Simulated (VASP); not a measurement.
```yaml
crystal:
  lattice:
    - [3.45382, 0.00000, 0.00000]
    - [-1.72691, 2.99110, 0.00000]
    - [0.00000, 0.00000, 6.27465]
  atoms:
    - { symbol: Y, position: [0.00000, 0.00000, 0.00000] }
    - { symbol: Y, position: [0.00000, 0.00000, 0.50000] }
    - { symbol: C, position: [0.33333, 0.66667, 0.25000] }
    - { symbol: C, position: [0.66667, 0.33333, 0.75000] }
```

Computed with PBEsol GGA, VASP's PBE PAW potentials (set 64) (plane waves; VASP 6.6.1). Run with 520 eV cut-off, 11×11×6 Γ-centred mesh, tetrahedra with Blöchl corrections, potentials Y_sv C.

The cores are frozen, which limits the accuracy of field gradients.

### Question
Give the principal components of the electric field gradient (V/Å²) and the asymmetry η at each nucleus.

### Answer

| atom | Vxx | Vyy | Vzz | η |
|---|---|---|---|---|
| Y1 | -9.4 | -9.4 | 18.9 | 0.00 |
| Y2 | -9.4 | -9.4 | 18.9 | 0.00 |
| C3 | 12.3 | 12.3 | -24.6 | 0.00 |
| C4 | 12.3 | 12.3 | -24.6 | 0.00 |

The structure was generated: YC was put into the NiAs type type (P6_3/mmc), which need not be its known phase. It was relaxed first, which changed the volume by -29 %.
